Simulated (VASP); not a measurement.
Computed with MS2 meta-GGA, VASP's PBE PAW potentials (set 64) (plane waves; VASP 6.6.1).

A VASP calculation is set up with these files.

POSCAR:
```
KCl
6.3666160
  0.0000000000   0.5000000111   0.5000000111
  0.5000000111   0.0000000000   0.5000000111
  0.5000000111   0.5000000111   0.0000000000
K Cl
1 1
Cart
  0.0000000000   0.0000000000   0.0000000000
  0.5000000111   0.5000000111   0.5000000111
```

### KPOINTS
```
Automatic mesh
0
G
  7 7 7
```

### INCAR
```
! general
SYSTEM  = KCl
PREC    = Accurate
ENCUT   = 520
LREAL   = .False.
LASPH   = .True.

! electronic loop
EDIFF   = 1E-7
NELM    = 100
ALGO    = Normal
LMIXTAU = .True.

! smearing
ISMEAR  = 0
SIGMA   = 0.05

! functional
METAGGA = MS2

! ions
ISIF    = 2

! output
LWAVE   = .False.
LCHARG  = .False.
```

POTCAR, in this order: K_sv Cl (PBE.64 set). Program: vasp_std.

The run wrote:

**OUTCAR**
```
 ion  position               nearest neighbor table
   1  0.000  0.000  0.000-   2 3.18   2 3.18   2 3.18   2 3.18   2 3.18   2 3.18
   2  0.500  0.500  0.500-   1 3.18   1 3.18   1 3.18   1 3.18   1 3.18   1 3.18
  LATTYP: Found a face centered cubic cell.
 ALAT       =     6.3666161416
 Subroutine PRICEL returns:
 Original cell was already a primitive cell.
 Subroutine GETGRP returns: Found 48 space group operations
The static configuration has the point symmetry O_h .
The dynamic configuration has the point symmetry O_h .
 Subroutine INISYM returns: Found 48 space group operations
 Subroutine IBZKPT returns following result:
 Found     20 irreducible k-points:

 Following reciprocal coordinates:
            Coordinates               Weight
  0.000000  0.000000  0.000000      1.000000
  0.142857  0.000000  0.000000      8.000000
  0.285714  0.000000  0.000000      8.000000
  0.428571  0.000000  0.000000      8.000000
  0.142857  0.142857  0.000000      6.000000
  0.285714  0.142857  0.000000     24.000000
  0.428571  0.142857  0.000000     24.000000
 -0.428571  0.142857  0.000000     24.000000
 -0.285714  0.142857  0.000000     24.000000
...
```

File OSZICAR:
```
       N       E                     dE             d eps       ncg     rms          rms(c)
DAV:   1     0.834093846518E+02    0.83409E+02   -0.67903E+03   480   0.112E+03
DAV:   2    -0.188163430360E+02   -0.10223E+03   -0.95250E+02   684   0.276E+02
DAV:   3    -0.244661698895E+02   -0.56498E+01   -0.55951E+01   632   0.595E+01
DAV:   4    -0.247192226993E+02   -0.25305E+00   -0.25058E+00   764   0.115E+01
DAV:   5    -0.247218055086E+02   -0.25828E-02   -0.25817E-02   608   0.127E+00    0.525E+00
DAV:   6    -0.165915914130E+02    0.81302E+01   -0.14444E+01   564   0.293E+01    0.313E+00
DAV:   7    -0.173541347143E+02   -0.76254E+00   -0.15440E+00   520   0.160E+01    0.227E+00
DAV:   8    -0.171374818032E+02    0.21665E+00   -0.92690E-01   696   0.127E+01    0.210E+00
DAV:   9    -0.171853344132E+02   -0.47853E-01   -0.78285E-01   680   0.104E+01    0.174E+00
DAV:  10    -0.174760087129E+02   -0.29067E+00   -0.39059E-01   632   0.863E+00    0.814E-01
DAV:  11    -0.172194040604E+02    0.25660E+00   -0.20184E-01   500   0.600E+00    0.482E-01
DAV:  12    -0.171616589762E+02    0.57745E-01   -0.94372E-02   672   0.363E+00    0.403E-01
DAV:  13    -0.171567923679E+02    0.48666E-02   -0.19205E-02   572   0.177E+00    0.371E-01
DAV:  14    -0.171546399104E+02    0.21525E-02   -0.16925E-03   796   0.513E-01    0.398E-01
DAV:  15    -0.172252253127E+02   -0.70585E-01   -0.38288E-02   488   0.280E+00    0.355E-01
DAV:  16    -0.172261014351E+02   -0.87612E-03   -0.50874E-03   808   0.884E-01    0.222E-01
DAV:  17    -0.172255606366E+02    0.54080E-03   -0.63091E-04   620   0.256E-01    0.144E-01
DAV:  18    -0.172252844836E+02    0.27615E-03   -0.45355E-04   536   0.254E-01    0.748E-02
DAV:  19    -0.172250984910E+02    0.18599E-03   -0.80231E-04   796   0.275E-01    0.368E-02
DAV:  20    -0.172251309064E+02   -0.32415E-04   -0.81894E-05   584   0.115E-01    0.288E-02
DAV:  21    -0.172251280431E+02    0.28633E-05   -0.27826E-05   608   0.507E-02    0.176E-02
DAV:  22    -0.172251192709E+02    0.87723E-05   -0.24759E-05   532   0.551E-02    0.802E-03
DAV:  23    -0.172251320661E+02   -0.12795E-04   -0.14948E-05   544   0.481E-02    0.512E-03
DAV:  24    -0.172251344735E+02   -0.24074E-05   -0.23779E-06   816   0.163E-02    0.167E-03
DAV:  25    -0.172251348012E+02   -0.32763E-06   -0.46209E-07   744   0.739E-03    0.108E-03
DAV:  26    -0.172251347910E+02    0.10178E-07   -0.53956E-08   392   0.343E-03
   1 F= -.17225135E+02 E0= -.17225135E+02  d E =-.550650E-22
```

OUTCAR:
```
------------------------ aborting loop because EDIFF is reached ----------------------------------------
  FORCE on cell =-STRESS in cart. coord.  units (eV):
  Direction    XX          YY          ZZ          XY          YZ          ZX
  --------------------------------------------------------------------------------------
  Total       -0.2031212     -0.2031212     -0.2031212      0.0000000      0.0000000      0.0000000
  in kB       -5.0442877     -5.0442877     -5.0442877      0.0000000      0.0000000      0.0000000
  external PRESSURE =      -5.0442877 kB  Pullay stress =       0.0000000 kB
  volume of cell :       64.52
      direct lattice vectors                 reciprocal lattice vectors
     0.000000000  3.183308071  3.183308071    -0.157069309  0.157069309  0.157069309
     3.183308071  0.000000000  3.183308071     0.157069309 -0.157069309  0.157069309
     3.183308071  3.183308071  0.000000000     0.157069309  0.157069309 -0.157069309
  FREE ENERGIE OF THE ION-ELECTRON SYSTEM (eV)
  ---------------------------------------------------
  free  energy   TOTEN  =       -17.2251347910 eV

  energy  without entropy=      -17.2251347910  energy(sigma->0) =      -17.22513479
```
(Selected blocks of OUTCAR.)

**OUTCAR**
```
 val. band max:       -2.3097840620   @ k =   0.0000   0.0000   0.0000

 cond. band min:       3.3911199915   @ k =   0.0000   0.0000   0.0000


 Fermi energy:        -1.9821176525

 k-point     1 :       0.0000    0.0000    0.0000
  band No.  band energies     occupation
      1     -30.8952      2.00000
      2     -15.1752      2.00000
      3     -13.2531      2.00000
      4     -13.2530      2.00000
      5     -13.2530      2.00000
      6      -2.3098      2.00000
      7      -2.3098      2.00000
      8      -2.3098      2.00000
      9       3.3911      0.00000
     10       6.7613      0.00000
     11       6.7613      0.00000
     12       6.7613      0.00000

 k-point     2 :       0.1429    0.0000    0.0000
  band No.  band energies     occupation
      1     -30.8938      2.00000
      2     -15.1964      2.00000
      3     -13.2544      2.00000
      4     -13.2544      2.00000
      5     -13.2230      2.00000
      6      -2.5231      2.00000
      7      -2.3659      2.00000
      8      -2.3659      2.00000
      9       3.8455      0.00000
     10       6.5504      0.00000
     11       7.0183      0.00000
     12       7.0183      0.00000

 k-point     3 :       0.2857    0.0000    0.0000
  band No.  band energies     occupation
      1     -30.8905      2.00000
      2     -15.2419      2.00000
      3     -13.2576      2.00000
      4     -13.2575      2.00000
      5     -13.1574      2.00000
      6      -2.9376      2.00000
      7      -2.4873      2.00000
      8      -2.4873      2.00000
      9       4.8561      0.00000
     10       6.4010      0.00000
     11       7.7398      0.00000
     12       7.7399      0.00000

 k-point     4 :       0.4286    0.0000    0.0000
  band No.  band energies     occupation
      1     -30.8878      2.00000
      2     -15.2764      2.00000
      3     -13.2601      2.00000
      4     -13.2600      2.00000
      5     -13.1064      2.00000
      6      -3.2255      2.00000
...
```

The compound is KCl in the rock salt structure. This cell is one point of a volume scan, at 1.03 of the reference volume.
